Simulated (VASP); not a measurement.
Method: PBE GGA, VASP's PBE PAW potentials (set 64) (plane waves; VASP).

A VASP calculation is set up with these files.

INCAR:
```
EDIFF = 1E-6   # SCF stop (eV)
LREAL = .FALSE.   # projection in real space or not
SYSTEM = Bi
LWAVE = .FALSE.
LASPH = .TRUE.
ENCUT = 400   # plane-wave cut-off (eV)
LMAXMIX = 4   # l cut-off of mixed one-centre charges
GGA = PE   # PBE
LCHARG = .FALSE.
ISMEAR = 2
SIGMA = 0.05   # width (eV)
PREC = Accurate
ALGO = Normal
NELM = 100   # most electronic steps
ISIF = 2   # forces and stress, cell fixed
```

### KPOINTS
```
Automatic mesh
0
Gamma
9 9 9
0 0 0
```

File POSCAR:
```
Bi
8.331640
  0.5000000000  -0.2730554849   0.0000000000
  0.5000000000   0.2730554849   0.0000000000
  0.3508813391   0.0000000000   0.4488224407
Bi
2
Direct
  0.2340000000   0.2340000000   0.2340000000
  0.7660000000   0.7660000000   0.7660000000
```

POTCAR, in this order: Bi_d (PBE.64 set). Program: vasp_std.

Q: What will the output report for the number of irreducible k-points (NKPTS), number of bands (NBANDS), largest plane-wave count, number of space-group operations, FFT grid (NGX, NGY, NGZ)?

A: 
- number of irreducible k-points (NKPTS) = 85
- number of bands (NBANDS) = 19
- largest plane-wave count = 1306
- number of space-group operations = 12
- FFT grid (NGX, NGY, NGZ) = 32 × 32 × 32

The compound is Bi in the a7 structure. The cell was not relaxed at this level. The run is one of a series of settings (ISMEAR = 2, SIGMA = 0.05 against the base run), some of them coarse on purpose.
